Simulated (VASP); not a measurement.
# ZrPd2S3: single point with LDA

The system is ZrPd2S3.

```
Pd Zr S
1.0
     3.41587    5.91647    0.00000
    -3.41587    5.91647    0.00000
    -3.41587    1.97215    6.00983
Pd Zr S
4 2 6
Direct
  0.00000 0.50000 0.00000
  0.50000 0.00000 0.00000
  0.50000 0.50000 0.00000
  0.00000 0.00000 0.00000
  0.15579 0.68843 0.46736
  0.84421 0.31157 0.53264
  0.10022 0.79956 0.76995
  0.10022 0.33027 0.76995
  0.56950 0.33027 0.76995
  0.89978 0.20044 0.23005
  0.43050 0.66973 0.23005
  0.89978 0.66973 0.23005
```

The cell was built by a generator and needn't be a form met in nature.

```yaml
Program: VASP 6.6.1
Task: single point
Functional: LDA
Potentials_or_basis: VASP PAW LDA potentials, release 64 (Pd, Zr_sv, S)
Cutoff: 520 eV
k_mesh: 5 × 5 × 5
Occupations: fermi-dirac, width 0.1008 eV
Spin: no spin polarisation
Dipole_correction: no
Further_INCAR_settings: ALGO = Fast; EDIFF = 1e-06; NBANDS = 62
```

* Pressure: 0.2 GPa
* Largest force: 0.010 eV/Å
* Band gap on the k mesh: none (metal or under the smearing width)

Forces in eV/Å, atoms in the order of the input:
```
Pd   0.000  0.000  0.000
Pd   0.000  0.000  0.000
Pd   0.000  0.000  0.000
Pd   0.000  0.000  0.000
Zr   0.000  0.000  0.007
Zr   0.000  0.000 -0.007
S   -0.003  0.002 -0.009
S    0.000 -0.004 -0.009
S    0.003  0.002 -0.009
S    0.003 -0.002  0.009
S   -0.003 -0.002  0.009
S    0.000  0.004  0.009
```

Levels at points of the mesh, in eV from the Fermi level:
```csv
k point,band 48,band 49,band 50,band 51,band 52,band 53
"(0.00, 0.00, 0.00)",-0.61,-0.61,0.30,0.34,0.34,1.41
```

It took 14 min on 1 thread of Intel(R) Xeon(R) Platinum 8259CL CPU @ 2.50GHz (Skylake/Cascade Lake), on a shared host, peak memory 0.45 GiB.
